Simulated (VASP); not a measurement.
An input for Ansatz (written as the equivalent of a VASP run, and not itself run):

Ansatz 0.2 input:
```yaml
crystal:
  lattice:
    - [4.5643730, 0.0000000, 0.0000000]
    - [0.0000000, 4.5643730, 0.0000000]
    - [0.0000000, 0.0000000, 4.5643730]
  atoms:
    - { symbol: Ag, position: [0.7500000, 0.2500000, 0.7500000] }
    - { symbol: Ag, position: [0.2500000, 0.7500000, 0.7500000] }
    - { symbol: Ag, position: [0.7500000, 0.7500000, 0.2500000] }
    - { symbol: Ag, position: [0.2500000, 0.2500000, 0.2500000] }
    - { symbol: O, position: [0.0000000, 0.0000000, 0.0000000] }
    - { symbol: O, position: [0.5000000, 0.5000000, 0.5000000] }
kpoints:
  mp_grid: { grid: [5, 5, 5] }
hamiltonian:
  xc: pbesol
  pseudopotentials: { kind: paw }
scf:
  occupations: { method: gaussian, width: 0.05 }
  max_iter: 100
relax:
  max_steps: 40
  f_tol: 0.02
  cell: { p_target: 20 }
output: { forces: true, stress: true, eigenvalues: true }
```

Problem. Write the VASP files for the same calculation (PBEsol).

Solution. One answer among several that fit: 
KPOINTS:
```
Automatic mesh
0
Gamma
5 5 5
0 0 0
```

**INCAR**
```
! general
SYSTEM =Ag2O
PREC   =Accurate
ENCUT  =620
LREAL  =.FALSE.
LASPH  =.TRUE.

! electronic loop
EDIFF  =1E-6
NELM   =100
ALGO   =Normal
LMAXMIX=4

! smearing
ISMEAR =0
SIGMA  =0.05

! functional
GGA    =PS

! ions
IBRION =2
NSW    =40
ISIF   =3
EDIFFG =-0.02
PSTRESS=200

! output
LWAVE  =.FALSE.
LCHARG =.FALSE.
```

**POSCAR**
```
Ag2O
1.0
  4.5643730360   0.0000000000   0.0000000000
  0.0000000000   4.5643730360   0.0000000000
  0.0000000000   0.0000000000   4.5643730360
Ag O
4 2
Cartesian
  3.4232797770   1.1410932590   3.4232797770
  1.1410932590   3.4232797770   3.4232797770
  3.4232797770   3.4232797770   1.1410932590
  1.1410932590   1.1410932590   1.1410932590
  0.0000000000   0.0000000000   0.0000000000
  2.2821865180   2.2821865180   2.2821865180
```

POTCAR, in this order: Ag O (PBE.64 set). Program: vasp_std.

The two are equivalent in intent, not identical: each code has its own PAW files, so the cut-off isn't converted (ENCUT is set for VASP's; basis.ecutwfc is left out, and Ansatz then takes the one that its files recommend); Ansatz stops its SCF on the density residual and VASP on the energy change (EDIFF).

The compound is Ag2O in the cuprite structure. This run relaxes it under an external pressure of 20 GPa. Symmetry was kept, so distortions that lower it aren't found.
